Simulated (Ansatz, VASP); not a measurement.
# SiC: VASP beside Ansatz, part 2 of 3

One calculation is typed for both programs; each brings its own data sets. How far apart do they land? The cell is taken from a series of runs on this material, whose earlier steps may have relaxed, scaled, displaced or heated it; both programs get it as it stands.

VASP 6.6.1 and Ansatz 0.2.0.

So far: The starting structure; Ansatz: zone-centre phonons, LDA.

### 3. VASP: zone-centre phonons, LDA

Level of this step: LDA; plane waves and PAW (C, Si) (VASP).

The same cell, functional (in two slightly different forms) and mesh now go to VASP, with its own data sets.

Lines of VASP's logs that name or quote its potential files are left out, and so is its time.

The input, INCAR:

```
SYSTEM = SiC
PREC = Accurate
ENCUT = 600
EDIFF = 1E-08
NELM = 120
ISMEAR = 0
SIGMA = 0.01
LREAL = .FALSE.
ALGO = Normal
GGA = CA
NBANDS = 24
LORBIT = 11
LWAVE = .FALSE.
LCHARG = .FALSE.
ISIF = 2
IBRION = 8
LEPSILON = .TRUE.
LASPH = .TRUE.
GGA_COMPAT = .FALSE.
EFERMI = MIDGAP
KPAR = 2
```

The input, POSCAR:

```
SiC
1.0
    3.1196728408      0.0000000000      0.0000000000
   -1.5598364204      2.7017159316      0.0000000000
    0.0000000000      0.0000000000      9.9711827996
C Si
4 4
Direct
    0.6666666667      0.3333333333      0.7491568708
    0.3333333333      0.6666666667      0.2491568708
    0.0000000000      0.0000000000      0.4999074382
    0.0000000000      0.0000000000      0.9999074382
    0.6666666667      0.3333333333      0.9384052365
    0.3333333333      0.6666666667      0.4384052365
    0.0000000000      0.0000000000      0.6885294546
    0.0000000000      0.0000000000      0.1885294546
```

The input, KPOINTS:

```
Automatic mesh
0
Gamma
9 9 4
0 0 0
```

Potentials, in the order of the species: C and Si (LDA family, release 64).

On the command line:

```sh
mpirun -np 2 vasp_std
```

Output:

```text
[banner, memory and clock lines left out]
running    2 mpi-ranks, on    1 nodes
 distrk:  each k-point on    1 cores,    2 groups
 distr:  one band on    1 cores,    1 groups

 POSCAR found type information on POSCAR C Si
 POSCAR found :  2 types and       8 ions
 LDA part: xc-table for (Slater(with rela. corr.)+CA(PZ))
 , standard interpolation
 POSCAR, INCAR and KPOINTS ok, starting setup
 FFT: planning ... GRIDC
 FFT: planning ... GRID_SOFT
 FFT: planning ... GRID
 WAVECAR not read
 entering main loop
       N       E                     dE             d eps       ncg     rms          rms(c)
DAV:   1     0.818433933630E+02    0.81843E+02   -0.15955E+04  1728   0.135E+03
DAV:   2    -0.666843396006E+02   -0.14853E+03   -0.13683E+03  2344   0.209E+02
DAV:   3    -0.743248240741E+02   -0.76405E+01   -0.75874E+01  2304   0.463E+01
DAV:   4    -0.744373283695E+02   -0.11250E+00   -0.11239E+00  2240   0.665E+00
DAV:   5    -0.744397245780E+02   -0.23962E-02   -0.23956E-02  2264   0.914E-01    0.178E+01
DAV:   6    -0.667818717679E+02    0.76579E+01   -0.23326E+01  2232   0.216E+01    0.813E+00
DAV:   7    -0.665581949963E+02    0.22368E+00   -0.20813E+00  2384   0.678E+00    0.328E+00
DAV:   8    -0.664869681947E+02    0.71227E-01   -0.12821E-01  2112   0.177E+00    0.111E+00
DAV:   9    -0.664755315202E+02    0.11437E-01   -0.18960E-02  2232   0.745E-01    0.159E-01
DAV:  10    -0.664756376575E+02   -0.10614E-03   -0.99499E-04  2184   0.177E-01    0.872E-02
DAV:  11    -0.664756484623E+02   -0.10805E-04   -0.45770E-05  2272   0.445E-02    0.193E-02
DAV:  12    -0.664756435723E+02    0.48900E-05   -0.10161E-05  2200   0.158E-02    0.103E-02
DAV:  13    -0.664756431336E+02    0.43868E-06   -0.22105E-06  2264   0.677E-03    0.258E-03
DAV:  14    -0.664756431324E+02    0.12333E-08   -0.13166E-07  2224   0.223E-03    0.107E-03
DAV:  15    -0.664756431337E+02   -0.13438E-08   -0.16053E-08  1600   0.712E-04
   1 F= -.66475643E+02 E0= -.66475643E+02  d E =0.000000E+00
 Linear response reoptimize wavefunctions to high precision
DAV:   1    -0.664756431341E+02   -0.35743E-09   -0.19314E-09  1648   0.288E-04
DAV:   2    -0.664756431340E+02    0.58208E-10   -0.32311E-10  1432   0.111E-04
 Linear response G [H, r] |phi>, progress :
  Direction:   1
       N       E                     dE             d eps       ncg     rms
RMM:   1    -0.151974264965E+03   -0.15197E+03    0.39966E+00  4517   0.750E+01
RMM:   2    -0.102735804251E+03    0.49238E+02   -0.15852E+01  2991   0.225E+01
RMM:   3    -0.102913935167E+03   -0.17813E+00   -0.29852E-01  3134   0.317E+00
RMM:   4    -0.102921709033E+03   -0.77739E-02   -0.34909E-03  3298   0.569E-01
RMM:   5    -0.102922561896E+03   -0.85286E-03    0.12273E-03  3280   0.123E-01
RMM:   6    -0.102922741541E+03   -0.17964E-03    0.31263E-04  3364   0.324E-02
RMM:   7    -0.102922774550E+03   -0.33009E-04    0.57807E-05  3333   0.112E-02
RMM:   8    -0.102922782101E+03   -0.75512E-05   -0.43945E-06  3445   0.624E-03
RMM:   9    -0.102922785291E+03   -0.31905E-05    0.65879E-05  3443   0.495E-03
RMM:  10    -0.102922785930E+03   -0.63862E-06    0.24927E-05  3130   0.457E-03
RMM:  11    -0.102922786188E+03   -0.25822E-06   -0.12222E-04  2860   0.444E-03
RMM:  12    -0.102922786234E+03   -0.45740E-07   -0.10028E-04  2792   0.441E-03
RMM:  13    -0.102922786085E+03    0.14909E-06   -0.10599E-04  2736   0.439E-03
 Linear response G [H, r] |phi>, progress :
  Direction:   2
       N       E                     dE             d eps       ncg     rms
RMM:   1    -0.173766660414E+03   -0.17377E+03   -0.31865E+02  4396   0.719E+01
RMM:   2    -0.129819850629E+03    0.43947E+02   -0.12917E+01  2974   0.207E+01
RMM:   3    -0.129961226015E+03   -0.14138E+00   -0.23099E-01  3090   0.273E+00
RMM:   4    -0.129965202953E+03   -0.39769E-02   -0.54356E-03  3272   0.455E-01
RMM:   5    -0.129965487535E+03   -0.28458E-03   -0.37690E-04  3258   0.896E-02
RMM:   6    -0.129965518025E+03   -0.30490E-04   -0.32168E-04  3332   0.221E-02
RMM:   7    -0.129965521665E+03   -0.36400E-05   -0.33407E-04  3306   0.841E-03
RMM:   8    -0.129965523591E+03   -0.19264E-05   -0.33699E-04  3385   0.570E-03
RMM:   9    -0.129965523187E+03    0.40380E-06   -0.18745E-05  3372   0.515E-03
RMM:  10    -0.129965523142E+03    0.45010E-07   -0.24343E-04  3007   0.498E-03
RMM:  11    -0.129965522831E+03    0.31146E-06   -0.30208E-04  2769   0.494E-03
RMM:  12    -0.129965523134E+03   -0.30269E-06   -0.24086E-04  2698   0.494E-03
 Linear response G [H, r] |phi>, progress :
  Direction:   3
       N       E                     dE             d eps       ncg     rms
RMM:   1    -0.192042910275E+03   -0.19204E+03   -0.30239E+02  4519   0.757E+01
RMM:   2    -0.116299580187E+03    0.75743E+02   -0.19296E+01  2969   0.231E+01
RMM:   3    -0.116369555820E+03   -0.69976E-01   -0.50649E-01  3078   0.314E+00
RMM:   4    -0.116359930246E+03    0.96256E-02   -0.31920E-02  3258   0.525E-01
[...]
force on displaced ion       1 direction 3 :   0.000  -0.000 -26.293
 Born effective charge ion    1 direction 3 :   0.000   0.000  -2.726
 Linear response progress:
  Degree of freedom:   3/  8
       N       E                     dE             d eps       ncg     rms          rms(c)
RMM:   1    -0.126931850023E+00   -0.12693E+00    0.59680E-02 16635   0.171E+00
[...]
Born effective charge ion    3 direction 3 :   0.000  -0.000  -2.804
 Linear response progress:
  Degree of freedom:   5/  8
       N       E                     dE             d eps       ncg     rms          rms(c)
RMM:   1    -0.185633179330E-01   -0.18563E-01   -0.27977E-03 19360   0.805E-01
RMM:   2    -0.151122442567E-01    0.34511E-02   -0.11180E-03 12991   0.219E-01    0.126E-01
RMM:   3    -0.150321630137E-01    0.80081E-04    0.18154E-04 13685   0.516E-02    0.732E-02
RMM:   4    -0.150816720077E-01   -0.49509E-04    0.18705E-04 13216   0.467E-02    0.752E-03
RMM:   5    -0.150851143173E-01   -0.34423E-05   -0.28035E-05 13909   0.102E-02    0.222E-03
RMM:   6    -0.150826106534E-01    0.25037E-05    0.86901E-07 14350   0.154E-03    0.840E-04
RMM:   7    -0.150818082014E-01    0.80245E-06    0.23093E-06 14490   0.399E-04    0.121E-04
RMM:   8    -0.150816966475E-01    0.11155E-06    0.62498E-07 14501   0.130E-04    0.203E-05
RMM:   9    -0.150817294887E-01   -0.32841E-07    0.45426E-07 14813   0.605E-05    0.361E-06
RMM:  10    -0.150817277925E-01    0.16962E-08    0.52402E-07 15214   0.408E-05    0.188E-06
RMM:  11    -0.150817280600E-01   -0.26754E-09    0.50234E-07 14282   0.366E-05    0.406E-07
RMM:  12    -0.150817271147E-01    0.94532E-09    0.48432E-07 12289   0.355E-05    0.111E-07
RMM:  13    -0.150817267534E-01    0.36131E-09    0.48087E-07 10997   0.352E-05    0.382E-08
 first order change of Fermi-energy  -0.23154E-05
 force on displaced ion       5 direction 1 : -18.366  -0.001  -0.000
 Born effective charge ion    5 direction 1 :   2.667  -0.000   0.000
 Linear response progress:
  Degree of freedom:   6/  8
       N       E                     dE             d eps       ncg     rms          rms(c)
RMM:   1    -0.444066512339E-01   -0.44407E-01    0.41450E-02  5718   0.121E+00
RMM:   2    -0.350671420694E-01    0.93395E-02   -0.37017E-03  3431   0.380E-01    0.155E-01
RMM:   3    -0.345119822181E-01    0.55516E-03   -0.11454E-03  3733   0.113E-01    0.878E-02
RMM:   4    -0.342807811008E-01    0.23120E-03   -0.10289E-03  3851   0.810E-02    0.270E-02
RMM:   5    -0.342276372688E-01    0.53144E-04   -0.15763E-04  3818   0.270E-02    0.652E-03
RMM:   6    -0.342301069390E-01   -0.24697E-05   -0.16975E-05  3702   0.975E-03    0.282E-03
RMM:   7    -0.342292624867E-01    0.84445E-06    0.50118E-06  3751   0.334E-03    0.896E-04
RMM:   8    -0.342321922787E-01   -0.29298E-05   -0.37826E-06  3839   0.110E-03    0.320E-04
RMM:   9    -0.342325914722E-01   -0.39919E-06   -0.82999E-06  3871   0.303E-04    0.151E-04
RMM:  10    -0.342328102587E-01   -0.21879E-06   -0.10220E-05  3867   0.217E-04    0.282E-05
RMM:  11    -0.342325928046E-01    0.21745E-06   -0.94022E-06  3899   0.945E-05    0.791E-06
RMM:  12    -0.342324582526E-01    0.13455E-06   -0.56201E-06  3941   0.486E-05    0.535E-06
RMM:  13    -0.342323615337E-01    0.96719E-07   -0.48468E-06  4028   0.409E-05    0.104E-06
RMM:  14    -0.342323431720E-01    0.18362E-07   -0.48437E-06  3994   0.386E-05    0.458E-07
RMM:  15    -0.342323233043E-01    0.19868E-07   -0.45227E-06  3206   0.375E-05    0.271E-07
RMM:  16    -0.342323238845E-01   -0.58022E-09   -0.45472E-06  3089   0.374E-05    0.377E-08
 first order change of Fermi-energy   0.56390E+00
 force on displaced ion       5 direction 3 :  -0.000  -0.000 -29.976
 Born effective charge ion    5 direction 3 :   0.000   0.000   2.602
 Linear response progress:
  Degree of freedom:   7/  8
       N       E                     dE             d eps       ncg     rms          rms(c)
RMM:   1    -0.187190738537E-01   -0.18719E-01   -0.28145E-03 19289   0.813E-01
RMM:   2    -0.152637742404E-01    0.34553E-02   -0.19287E-03 12980   0.221E-01    0.126E-01
RMM:   3    -0.151609345429E-01    0.10284E-03   -0.34835E-04 13668   0.523E-02    0.731E-02
RMM:   4    -0.152092023251E-01   -0.48268E-04   -0.32801E-04 13214   0.470E-02    0.750E-03
RMM:   5    -0.151575496928E-01    0.51653E-04    0.15818E-05 13932   0.103E-02    0.224E-03
RMM:   6    -0.151592620396E-01   -0.17123E-05    0.97491E-07 14392   0.157E-03    0.825E-04
RMM:   7    -0.151589616085E-01    0.30043E-06   -0.11728E-06 14440   0.401E-04    0.135E-04
RMM:   8    -0.151585527064E-01    0.40890E-06    0.46110E-07 14521   0.130E-04    0.206E-05
RMM:   9    -0.151586288282E-01   -0.76122E-07   -0.22234E-08 14743   0.552E-05    0.378E-06
RMM:  10    -0.151586251691E-01    0.36591E-08   -0.87919E-08 15166   0.349E-05    0.204E-06
 first order change of Fermi-energy  -0.13221E-05
 force on displaced ion       7 direction 1 : -18.582  -0.000  -0.000
 Born effective charge ion    7 direction 1 :   2.676  -0.000  -0.000
 Linear response progress:
  Degree of freedom:   8/  8
       N       E                     dE             d eps       ncg     rms          rms(c)
RMM:   1    -0.455601358688E-01   -0.45560E-01    0.29818E-02  5734   0.121E+00
RMM:   2    -0.352072587864E-01    0.10353E-01   -0.56026E-03  3448   0.384E-01    0.156E-01
RMM:   3    -0.344382677407E-01    0.76899E-03   -0.12447E-03  3736   0.116E-01    0.886E-02
RMM:   4    -0.341965871910E-01    0.24168E-03   -0.11582E-03  3845   0.820E-02    0.279E-02
RMM:   5    -0.341605496711E-01    0.36038E-04   -0.44764E-04  3841   0.278E-02    0.695E-03
RMM:   6    -0.341396813989E-01    0.20868E-04   -0.58631E-05  3708   0.100E-02    0.294E-03
RMM:   7    -0.341362060230E-01    0.34754E-05   -0.10419E-05  3784   0.357E-03    0.954E-04
RMM:   8    -0.341384296727E-01   -0.22236E-05   -0.96911E-06  3826   0.113E-03    0.369E-04
RMM:   9    -0.341381075149E-01    0.32216E-06   -0.49837E-06  3875   0.341E-04    0.149E-04
RMM:  10    -0.341381980202E-01   -0.90505E-07   -0.45077E-06  3909   0.216E-04    0.343E-05
RMM:  11    -0.341380392007E-01    0.15882E-06   -0.36265E-06  3870   0.961E-05    0.829E-06
RMM:  12    -0.341378813135E-01    0.15789E-06   -0.30468E-06  3968   0.460E-05    0.438E-06
RMM:  13    -0.341378927329E-01   -0.11419E-07   -0.28555E-06  3944   0.359E-05    0.152E-06
RMM:  14    -0.341378685426E-01    0.24190E-07   -0.27190E-06  4034   0.344E-05    0.362E-07
RMM:  15    -0.341378766934E-01   -0.81508E-08   -0.28225E-06  3372   0.332E-05    0.220E-07
RMM:  16    -0.341378823531E-01   -0.56598E-08   -0.27642E-06  3070   0.329E-05    0.867E-08
 first order change of Fermi-energy   0.70929E+00
 force on displaced ion       7 direction 3 :   0.000   0.000 -30.059
 Born effective charge ion    7 direction 3 :   0.000   0.000   2.929
 Born effective charges drift removed
 Linear response finished
```

[end of part 2 of 3]

[Lines on the potential files, build, host, timing and source positions are cut from VASP's logs without a mark.]

[Logs are printed without paths, hosts, clocks, repeated set-up lines and the standing remarks that a program may print on its own settings, such as how far it seeks lower states.]

[Hosts, paths, dates, database ids (printed as entryN), source tags and the programs' standing remarks are cut or masked in the printed files.]
